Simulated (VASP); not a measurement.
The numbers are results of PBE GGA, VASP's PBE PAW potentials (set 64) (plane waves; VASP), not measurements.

VASP input:

**INCAR**
```
LMAXMIX  =  4
LREAL  =  F   ! projection in real space or not
ALGO  =  Normal   ! blocked Davidson
LCHARG  =  F
GGA  =  PE
LASPH  =  T
ISMEAR  =  1   ! Methfessel-Paxton
SYSTEM  =  CoAl
LWAVE  =  F
PREC  =  Accurate
EDIFF  =  1E-6   ! SCF stop (eV)
ENCUT  =  400   ! plane-wave cut-off (eV)
SIGMA  =  0.1   ! width (eV)
NELM  =  100   ! most electronic steps
ISIF  =  2
```

**POSCAR**
```
CoAl
1
    2.8600000000     0.0000000000     0.0000000000
    0.0000000000     2.8600000000     0.0000000000
    0.0000000000     0.0000000000     2.8600000000
Al Co
1 1
Direct
  0.5000000000   0.5000000000   0.5000000000
  0.0000000000   0.0000000000   0.0000000000
```

KPOINTS:
```
Automatic mesh
0
Gamma
10 10 10
0 0 0
```

POTCAR, in this order: Al Co (PBE.64 set). Program: vasp_std.

Question: What does the run give for the energy per atom (σ→0), pressure, band gap (on the k-mesh)?

Answer: 
* **energy per atom (σ→0)**: -5.995 eV/atom
* **band gap (on the k-mesh)**: none (metal, semimetal or under 0.01 eV)
* **pressure**: -1.92 GPa

OSZICAR:
```
...
DAV:   7    -0.120094553483E+02    0.44920E+01   -0.32148E+01  1226   0.805E+01    0.180E+00
DAV:   8    -0.120036770767E+02    0.57783E-02   -0.21470E-01  1170   0.394E+00    0.118E+00
DAV:   9    -0.119899008687E+02    0.13776E-01   -0.44580E-02  1340   0.302E+00    0.309E-01
DAV:  10    -0.119895078273E+02    0.39304E-03   -0.90707E-04  1356   0.375E-01    0.138E-01
DAV:  11    -0.119894948572E+02    0.12970E-04   -0.41832E-05  1644   0.852E-02    0.178E-02
DAV:  12    -0.119894937879E+02    0.10692E-05   -0.23917E-06  1190   0.165E-02    0.493E-03
DAV:  13    -0.119894936181E+02    0.16988E-06   -0.35896E-07   582   0.667E-03
   1 F= -.11989494E+02 E0= -.11990035E+02  d E =0.162528E-02
```

The compound is CoAl in the CsCl type structure. The cell was not relaxed at this level. The run is not spin-polarised, so no magnetic state was tried.
